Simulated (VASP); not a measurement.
A VASP calculation is set up with these files.

### KPOINTS
```
Automatic mesh
0
Gamma
13 13 13
0 0 0
```

**POSCAR**
```
Fe
1
   -1.4350000000     1.4350000000     1.4350000000
    1.4350000000    -1.4350000000     1.4350000000
    1.4350000000     1.4350000000    -1.4350000000
Fe
1
Direct
  0.0000000000   0.0000000000   0.0000000000
```

INCAR:
```
SYSTEM = Fe
PREC = Accurate
ENCUT = 400
EDIFF = 1E-6
NELM = 100
ALGO = Normal
LREAL = .FALSE.
LASPH = .TRUE.
ISMEAR = 1
SIGMA = 0.1
GGA = PE
LMAXMIX = 4
ISPIN = 2
MAGMOM = 2.5
LORBIT = 10
LWAVE = .FALSE.
LCHARG = .FALSE.
ISIF = 2
LEPSILON = .TRUE.
```

POTCAR, in this order: Fe (PBE.64 set). Program: vasp_std.

Output of the run:

### standard output
```
...
 dielectric tensor                  component  3 :    -7.149    -3.814  5346.757
 Linear response to external field, progress :
  Direction:   1
       N       E                     dE             d eps       ncg     rms          rms(c)
RMM:   1     0.107454151837E+02    0.10745E+02    0.13160E+02  8858   0.165E+01
RMM:   2    -0.433351684825E+02   -0.54081E+02    0.16599E+02  9733   0.581E+00    0.264E+00
RMM:   3    -0.604486804423E+02   -0.17114E+02    0.30263E-01 10137   0.609E+00    0.130E+00
RMM:   4    -0.604250865381E+02    0.23594E-01    0.10321E-01  9955   0.203E+00    0.652E-01
RMM:   5    -0.604557424724E+02   -0.30656E-01   -0.17916E-02 10847   0.920E-01    0.170E-01
RMM:   6    -0.604725887392E+02   -0.16846E-01   -0.70561E-03 10135   0.314E-01    0.416E-02
RMM:   7    -0.604713268928E+02    0.12618E-02   -0.10043E-03 10912   0.119E-01    0.263E-02
RMM:   8    -0.604717629465E+02   -0.43605E-03   -0.13367E-04 11239   0.501E-02    0.541E-03
RMM:   9    -0.604719640592E+02   -0.20111E-03   -0.63952E-05 11136   0.119E-02    0.256E-03
RMM:  10    -0.604719938342E+02   -0.29775E-04    0.66303E-06 10324   0.316E-03    0.162E-03
RMM:  11    -0.604720762435E+02   -0.82409E-04   -0.72576E-05 11154   0.392E-03    0.294E-04
RMM:  12    -0.604720721797E+02    0.40637E-05    0.45696E-05  7421   0.912E-04    0.901E-05
RMM:  13    -0.604720734998E+02   -0.13201E-05   -0.19426E-05  4145   0.472E-04    0.362E-05
RMM:  14    -0.604720742271E+02   -0.72732E-06   -0.13239E-05  2155   0.387E-04    0.132E-05
RMM:  15    -0.604720731406E+02    0.10866E-05   -0.12369E-05  1403   0.387E-04    0.117E-06
 change of polarisation eV/A/(eV/A) component  1 :   120.550    -0.282    -0.158
 dielectric tensor                  component  1 :  1846.520    -4.318    -2.420
 Linear response to external field, progress :
  Direction:   2
       N       E                     dE             d eps       ncg     rms          rms(c)
RMM:   1     0.107470108874E+02    0.10747E+02    0.13161E+02  8863   0.165E+01
RMM:   2    -0.433373712983E+02   -0.54084E+02    0.16598E+02  9729   0.581E+00    0.264E+00
RMM:   3    -0.604497885351E+02   -0.17112E+02    0.29969E-01 10136   0.609E+00    0.130E+00
RMM:   4    -0.604264685782E+02    0.23320E-01    0.97900E-02  9958   0.203E+00    0.652E-01
RMM:   5    -0.604556845484E+02   -0.29216E-01   -0.89846E-03 10848   0.920E-01    0.170E-01
RMM:   6    -0.604728875844E+02   -0.17203E-01   -0.16704E-03 10139   0.314E-01    0.416E-02
RMM:   7    -0.604721114351E+02    0.77615E-03   -0.47057E-04 10902   0.119E-01    0.263E-02
RMM:   8    -0.604725927574E+02   -0.48132E-03   -0.62137E-05 11238   0.502E-02    0.541E-03
RMM:   9    -0.604728004585E+02   -0.20770E-03   -0.47316E-05 11160   0.119E-02    0.257E-03
RMM:  10    -0.604728297910E+02   -0.29332E-04   -0.18021E-05 10314   0.314E-03    0.164E-03
RMM:  11    -0.604729135598E+02   -0.83769E-04   -0.31023E-05 11148   0.398E-03    0.305E-04
RMM:  12    -0.604729102749E+02    0.32849E-05   -0.52353E-05  7475   0.926E-04    0.989E-05
RMM:  13    -0.604729111583E+02   -0.88338E-06   -0.76079E-06  4198   0.478E-04    0.404E-05
 change of polarisation eV/A/(eV/A) component  2 :    -0.199   120.552    -0.104
 dielectric tensor                  component  2 :    -3.047  1846.545    -1.598
 Linear response to external field, progress :
  Direction:   3
       N       E                     dE             d eps       ncg     rms          rms(c)
RMM:   1     0.107461510917E+02    0.10746E+02    0.13160E+02  8846   0.165E+01
RMM:   2    -0.433352241324E+02   -0.54081E+02    0.16599E+02  9728   0.580E+00    0.264E+00
RMM:   3    -0.604491162363E+02   -0.17114E+02    0.30157E-01 10139   0.609E+00    0.130E+00
RMM:   4    -0.604255461092E+02    0.23570E-01    0.10184E-01  9954   0.203E+00    0.652E-01
RMM:   5    -0.604560839101E+02   -0.30538E-01   -0.18217E-02 10848   0.919E-01    0.170E-01
RMM:   6    -0.604728903489E+02   -0.16806E-01   -0.69291E-03 10132   0.314E-01    0.416E-02
RMM:   7    -0.604716387422E+02    0.12516E-02   -0.94927E-04 10896   0.119E-01    0.263E-02
RMM:   8    -0.604720764944E+02   -0.43775E-03   -0.10949E-04 11243   0.502E-02    0.541E-03
RMM:   9    -0.604722762492E+02   -0.19975E-03   -0.25321E-05 11141   0.119E-02    0.258E-03
RMM:  10    -0.604723057679E+02   -0.29519E-04    0.10586E-06 10300   0.313E-03    0.165E-03
RMM:  11    -0.604723900962E+02   -0.84328E-04   -0.18174E-05 11124   0.400E-03    0.308E-04
RMM:  12    -0.604723862473E+02    0.38488E-05    0.23625E-06  7467   0.930E-04    0.100E-04
RMM:  13    -0.604723870896E+02   -0.84226E-06    0.12735E-05  4163   0.479E-04    0.404E-05
RMM:  14    -0.604723879904E+02   -0.90079E-06    0.13459E-05  2152   0.391E-04    0.136E-05
RMM:  15    -0.604723863038E+02    0.16866E-05    0.23651E-05  1388   0.393E-04    0.125E-06
 change of polarisation eV/A/(eV/A) component  3 :    -0.199    -0.246   120.551
 dielectric tensor                  component  3 :    -3.046    -3.763  1846.537
 Born effective charges drift removed
```

OUTCAR:
```
------------------------ aborting loop because EDIFF is reached ----------------------------------------

 total charge

# of ion       s       p       d       tot
------------------------------------------
    1        0.471   0.507   6.210   7.187

 magnetization (x)

# of ion       s       p       d       tot
------------------------------------------
    1       -0.014  -0.060   2.300   2.226

 HEAD OF MICROSCOPIC STATIC DIELECTRIC TENSOR (INDEPENDENT PARTICLE, excluding Hartree and local field effects)
 ------------------------------------------------------
        1843.325263    -0.000000     0.000000
           0.000000  1843.325263    -0.000000
           0.000000     0.000000  1843.325263
 ------------------------------------------------------

 MACROSCOPIC STATIC DIELECTRIC TENSOR (including local field effects in DFT)
 ------------------------------------------------------
        1846.534214    -0.000000     0.000000
           0.000000  1846.534214     0.000000
           0.000000     0.000000  1846.534214
 ------------------------------------------------------

 PIEZOELECTRIC TENSOR (including local field effects)  for field in x, y, z        (e  Angst)
          XX          YY          ZZ          XY          YZ          ZX
  --------------------------------------------------------------------------------
  x     0.00000     0.00000     0.00000     0.00000     0.00000     0.00000
  y     0.00000     0.00000     0.00000     0.00000     0.00000     0.00000
  z     0.00000     0.00000     0.00000     0.00000     0.00000     0.00000

 PIEZOELECTRIC TENSOR (including local field effects)  for field in x, y, z        (C/m^2)
          XX          YY          ZZ          XY          YZ          ZX
  --------------------------------------------------------------------------------
  x     0.00000     0.00000     0.00000     0.00000     0.00000     0.00000
  y     0.00000     0.00000     0.00000     0.00000     0.00000     0.00000
  z     0.00000     0.00000     0.00000     0.00000     0.00000     0.00000

 BORN EFFECTIVE CHARGES (including local field effects) (in |e|, cummulative output)
 ---------------------------------------------------------------------------------
 ion    1
    1     0.00000     0.00000     0.00000
    2     0.00000     0.00000     0.00000
    3     0.00000     0.00000     0.00000
```
(Selected blocks of OUTCAR.)

**Question.** The run ends quietly. Is anything wrong with it?

**Answer.** The cause: LEPSILON was set for a metal. The run ends without an error. Against the sound run, the energy per atom (σ→0) is nearly the same; the pressure hardly moves; the cell moment stays essentially unchanged. To mend it, drop LEPSILON, since a metal has no finite static dielectric tensor or Born charges. The plain static run on this cell (PBE GGA, plane waves, VASP's PBE PAW potentials (set 64)) converges, and its OSZICAR ends with
```
   1 F= -.82262588E+01 E0= -.82261999E+01  d E =-.176767E-03  mag=     2.2181
```

The compound is Fe in the bcc structure. The cell was not relaxed at this level.
